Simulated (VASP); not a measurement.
An input for Quantum ESPRESSO's pw.x (written as the equivalent of a VASP run, and not itself run):

```
&CONTROL
  calculation = 'vc-relax'
  pseudo_dir = './pseudo'
  outdir = './out'
  tprnfor = .true.
  tstress = .true.
  nstep = 60
  forc_conv_thr = 0.00078
/
&SYSTEM
  ibrav = 0
  nat = 6
  ntyp = 2
  ecutwfc = 102
  occupations = 'smearing'
  smearing = 'methfessel-paxton'
  degauss = 0.00735
  input_dft = 'pbesol'
/
&ELECTRONS
  conv_thr = 7.3e-08
  electron_maxstep = 100
/
&IONS
/
&CELL
/
ATOMIC_SPECIES
  Mg 24.305 Mg.upf
  Cd 112.414 Cd.upf
CELL_PARAMETERS angstrom
     3.1618068    0.0000000    0.0000000
    -1.5809034    2.7382050    0.0000000
     0.0000000    0.0000000   14.7034039
ATOMIC_POSITIONS crystal
  Mg   0.0000000  0.0000000  0.0002177
  Mg   0.6666670  0.3333330  0.5032116
  Mg   1.0000000  0.0000000  0.3297358
  Cd   0.6666670  0.3333330  0.8339927
  Cd   0.0000000  0.0000000  0.6674655
  Cd   0.6666670  0.3333330  0.1653668
K_POINTS automatic
  10 10 2 0 0 0
```

Problem. Write the VASP files for the same calculation (PBEsol).

Solution. Several could match; the one computed here: 
**INCAR**
```
LCHARG = F
NSW = 60
LMAXMIX = 4   # l cut-off of mixed one-centre charges
ALGO = Normal
GGA = PS
LWAVE = F
ISMEAR = 1
SIGMA = 0.1
LREAL = F   # projection in real space or not
EDIFFG = -0.02   # ionic stop
LASPH = T   # aspherical one-centre terms
IBRION = 2
ENCUT = 400   # plane-wave cut-off (eV)
SYSTEM = MgCd
ISIF = 3
EDIFF = 1E-6   # SCF stop (eV)
NELM = 100
PREC = Accurate
```

KPOINTS:
```
Automatic mesh
0
Gamma
10 10 2
0 0 0
```

**POSCAR**
```
MgCd
1
    3.1618068407     0.0000000000     0.0000000000
   -1.5809034203     2.7382050262     0.0000000000
    0.0000000000     0.0000000000    14.7034038711
Mg Cd
3 3
Direct
  0.0000000000   0.0000000000   0.0002176543
  0.6666670000   0.3333330000   0.5032115527
  1.0000000000   0.0000000000   0.3297357696
  0.6666670000   0.3333330000   0.8339926772
  0.0000000000   0.0000000000   0.6674655075
  0.6666670000   0.3333330000   0.1653668388
```

POTCAR, in this order: Mg Cd (PBE.64 set). Program: vasp_std.

What does not carry over: the potentials are each code's own (VASP's PAW set, PseudoDojo norm-conserving files in pw.x), so ENCUT and ecutwfc are chosen apart and not converted; conv_thr bounds pw.x's estimated SCF error, while EDIFF bounds the energy change between steps; forc_conv_thr acts on force components and is met together with etot_conv_thr.

The structure comes from a computed database's MgCd entry (P3m1); how it stands against other phases isn't given here. This run relaxes it. Symmetry was kept, so distortions that lower it aren't found. The start is the result of an earlier pass.
